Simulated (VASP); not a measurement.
Input:

```xyz
2
Lattice="2.8148 0.0000 0.0000 -1.4074 2.4377 0.0000 0.0000 0.0000 4.6599" Properties=species:S:1:pos:R:3 pbc="T T T"
Ag     0.0000     1.6251     1.1650
Ag     1.4074     0.8126     3.4949
```

All values below come from LDA (Ceperley-Alder, Perdew-Zunger), VASP's LDA PAW potentials (set 64) (plane waves; VASP). Run with 400 eV cut-off, 13×13×7 Γ-centred mesh, first-order Methfessel-Paxton smearing of 0.10 eV, potentials Ag.

Q: What does the run give for the energy per atom (σ→0), band gap (on the k-mesh) with the smallest direct gap where there is one?

A: 
```
Quantity                                                    Result
------------------------  ----------------------------------------
band gap (on the k-mesh)  none (metal, semimetal or under 0.01 eV)
energy per atom (σ→0)                               -3.781 eV/atom
```

The absolute energy has meaning only against runs of the same code, potentials and settings.

The structure comes from a computed database's Ag entry (P6_3/mmc); how it stands against other phases isn't given here. It was relaxed first, which changed the volume by -8 %. The start is the result of an earlier pass.
